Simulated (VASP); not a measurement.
```
CSi
1.0
    0.00000     2.18000     2.18000
    2.18000     0.00000     2.18000
    2.18000     2.18000     0.00000
Si C
1 1
Direct
  0.00000   0.00000   0.00000
  0.25000   0.25000   0.25000
```

Calculation: PBEsol GGA, VASP's PBE PAW potentials (set 64) (plane waves; VASP). Settings: 620 eV cut-off, 10×10×10 Γ-centred mesh, Gaussian smearing of 0.050 eV, potentials Si C.

### Question
What does the run give for the energy per atom (σ→0), band gap (on the k-mesh) with the smallest direct gap where there is one?

### Answer

| Property | Result |
|---|---|
| band gap (on the k-mesh) | 1.24 eV |
| smallest direct gap (on the k-mesh) | 4.44 eV |
| energy per atom (σ→0) | -7.958 eV/atom |

Total energies compare only between runs with the same potentials, cut-off and functional.

The compound is SiC in the zinc blende structure. The cell was not relaxed at this level.
